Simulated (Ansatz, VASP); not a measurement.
## Two plane-wave programs on Na3Mo

```xyz
4
Lattice="4.6012 0.0000 0.0000 0.0000 4.6012 0.0000 0.0000 0.0000 4.6012" Properties=species:S:1:pos:R:3 pbc="T T T"
Na    0.0000    2.3006    2.3006
Na    2.3006    0.0000    2.3006
Na    2.3006    2.3006    0.0000
Mo    0.0000    0.0000    0.0000
```

Alike in both runs: functional PBE; k mesh 4 × 4 × 4; occupations gaussian, width 0.1 eV; no spin polarisation.

Ansatz relaxed the structure, and its values are those at the end. VASP's run is a single point on that final structure, the one shown.

|  | VASP | Ansatz |
| --- | --- | --- |
| version | VASP 6.6.1 | Ansatz 0.2.0 |
| potentials or method | VASP PAW PBE potentials, release 64 (Na_pv, Mo_sv) | scalar-relativistic, plane waves, PAW |
| plane-wave cutoff (eV) | 520 | 420 |
| valence electrons in the cell | 35 | 41 |

Ansatz gave:

| Quantity | Value |
| --- | --- |
| gap on the k mesh at the Fermi level (eV) | none |
| pressure (GPa) | 0.3 |

Task: Estimate VASP's values.

Result: gap on the k mesh at the Fermi level (eV): none; pressure (GPa): 0.4.

A gap of «none» marks a metal or a gap that the smearing closes. The functional is the same, so the differences come from potentials, cutoffs and numerics. The two sets of potentials don't hold the same shells in valence.
